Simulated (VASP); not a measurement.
Input:

```xyz
2
Lattice="0.0000 2.2842 2.2842 2.2842 0.0000 2.2842 2.2842 2.2842 0.0000" Properties=species:S:1:pos:R:3 pbc="T T T"
Ga     0.0000     0.0000     0.0000
N      1.1421     1.1421     1.1421
```

Method: PBE GGA with D3 dispersion (zero damping), VASP's PBE PAW potentials (set 64) (plane waves; VASP 6.6.1). Run with 520 eV cut-off, 10×10×10 Γ-centred mesh, Gaussian smearing of 0.050 eV, potentials Ga_d N.

Give the stress tensor in GPa (positive for a compressed cell).

```
-4.93   0.00   0.00
 0.00  -4.93   0.00
 0.00   0.00  -4.93
```
The pressure is its mean diagonal, -4.93 GPa.

The compound is GaN in the zinc blende structure, a metastable form; wurtzite is the usual one. This cell is one point of a volume scan, at 1.03 of the reference volume.
